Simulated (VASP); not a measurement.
A convergence study with VASP on CsI (CsCl type): one setting is varied, all else stays as given below, so the limit is that of these other settings.

```
CELL_PARAMETERS angstrom
      4.57000     0.00000     0.00000
      0.00000     4.57000     0.00000
      0.00000     0.00000     4.57000
ATOMIC_POSITIONS crystal
  Cs 0.00000 0.00000 0.00000
  I  0.50000 0.50000 0.50000
```

These are PBE GGA, VASP's PBE PAW potentials (set 64) (plane waves; VASP 6.6.1) values and carry that method's errors. The tightest run used: 550 eV cut-off, 15×15×15 Γ-centred mesh, tetrahedra with Blöchl corrections, potentials Cs_sv I.

Unless said otherwise, spin-orbit coupling is left out, though it shifts the bands of the heavy elements here. Gaps are read on the run's mesh, which can miss a band edge.

Problem. The settings run are 3×3×3 mesh; 4×4×4 mesh; 5×5×5 mesh; 6×6×6 mesh; 7×7×7 mesh; 8×8×8 mesh; 9×9×9 mesh; 10×10×10 mesh; 11×11×11 mesh; 12×12×12 mesh; 13×13×13 mesh; 14×14×14 mesh; 15×15×15 mesh. From which on does the energy per atom stay within 0.005 eV/atom of the tightest run?

Solution. From 4×4×4 mesh on: it is off by 0.0013 there and by no more than 0.005 in any finer run, while 3×3×3 mesh is off by 0.0096.
```csv
setting,E (eV/atom),pressure (GPa),gap on the mesh (eV),irreducible k-points,difference judged (eV/atom)
3×3×3 mesh,-2.7045,0.85,3.950,4,0.0096
4×4×4 mesh,-2.7128,0.78,3.867,10,0.0013
5×5×5 mesh,-2.7139,0.76,3.914,10,0.0002
6×6×6 mesh,-2.7141,0.76,3.869,20,0.0000
7×7×7 mesh,-2.7142,0.76,3.894,20,0.0000
8×8×8 mesh,-2.7142,0.76,3.869,35,0.0000
9×9×9 mesh,-2.7142,0.76,3.884,35,0.0000
10×10×10 mesh,-2.7142,0.76,3.869,56,0.0000
11×11×11 mesh,-2.7142,0.76,3.879,56,0.0000
12×12×12 mesh,-2.7142,0.76,3.869,84,0.0000
13×13×13 mesh,-2.7142,0.76,3.876,84,0.0000
14×14×14 mesh,-2.7142,0.76,3.869,120,0.0000
15×15×15 mesh,-2.7142,0.76,3.874,120,0.0000
```

Left out are rungs that failed or repeat a setting and relaxations that didn't move; long series are thinned to 24 rows.

The compound is CsI in the CsCl type structure. The cell was not relaxed at this level.
